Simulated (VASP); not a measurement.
An input for Ansatz (written as the equivalent of a VASP run, and not itself run):

Ansatz 0.2 input:
```yaml
crystal:
  lattice:
    - [0.0000000, 2.1026000, 2.1026000]
    - [2.1026000, 0.0000000, 2.1026000]
    - [2.1026000, 2.1026000, 0.0000000]
  atoms:
    - { symbol: Ti, position: [0.0000000, 0.0000000, 0.0000000] }
    - { symbol: N, position: [0.5000000, 0.5000000, 0.5000000] }
kpoints:
  mp_grid: { grid: [6, 6, 6] }
hamiltonian:
  xc: pbe
  pseudopotentials: { kind: paw }
scf:
  occupations: { method: fermi_dirac, width: 0.3 }
  max_iter: 100
output: { forces: true, stress: true, eigenvalues: true }
```

Write the VASP files for the same calculation (PBE).

This is not unique; one that fits is 
POSCAR:
```
TiN
1
    0.0000000000     2.1026000000     2.1026000000
    2.1026000000     0.0000000000     2.1026000000
    2.1026000000     2.1026000000     0.0000000000
Ti N
1 1
Direct
  0.0000000000   0.0000000000   0.0000000000
  0.5000000000   0.5000000000   0.5000000000
```

**KPOINTS**
```
Automatic mesh
0
Gamma
6 6 6
0 0 0
```

### INCAR
```
! general
SYSTEM  = TiN
PREC    = Accurate
ENCUT   = 400
LREAL   = .FALSE.   ! projection in real space or not
LASPH   = .TRUE.   ! aspherical one-centre terms

! electronic loop
EDIFF   = 1E-6
NELM    = 100   ! most electronic steps
ALGO    = Normal   ! blocked Davidson
LMAXMIX = 4   ! l cut-off of mixed one-centre charges

! smearing
ISMEAR  = -1   ! Fermi-Dirac
SIGMA   = 0.3

! functional
GGA     = PE   ! PBE

! ions
ISIF    = 2

! output
LWAVE   = .FALSE.
LCHARG  = .FALSE.
```

POTCAR, in this order: Ti_sv N (PBE.64 set). Program: vasp_std.

What does not carry over: each code has its own PAW files, so the cut-off isn't converted (ENCUT is set for VASP's; basis.ecutwfc is left out, and Ansatz then takes the one that its files recommend); Ansatz stops its SCF on the density residual and VASP on the energy change (EDIFF).

The structure comes from a computed database's TiN entry; how it stands against other phases isn't given here. The cell was not relaxed at this level. The k-mesh is coarse (spacing up to 0.43 per Å, 2π included), so the numbers may not be converged in it. The run is one of a series of settings (SIGMA = 0.3, KPOINTS 6×6×6 Γ-centred mesh against the base run), some of them coarse on purpose.
